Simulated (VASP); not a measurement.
Consider the following.

```xyz
2
Lattice="2.9457 0.0000 0.0000 0.0000 2.9457 0.0000 0.0000 0.0000 2.9457" Properties=species:S:1:pos:R:3 pbc="T T T"
Rh     0.0000     0.0000     0.0000
Si     1.4729     1.4729     1.4729
```

The numbers are results of PBEsol GGA, VASP's PBE PAW potentials (set 64) (plane waves; VASP), not measurements. Run with 400 eV cut-off, Gaussian smearing of 0.050 eV, potentials Rh_pv Si.

Question: Predict the band gap (along the path) with the smallest direct gap where there is one.

Answer: 
```json
{
 "band gap (along the path)": "none (metal, semimetal or under 0.01 eV)"
}
```

The absolute energy has meaning only against runs of the same code, potentials and settings.

The structure was generated: RhSi was put into the CsCl type type (Pm-3m), which need not be its known phase. It was relaxed first, which changed the volume by -28 %. The electron count is odd and the run is not spin-polarised, which forces a metal.
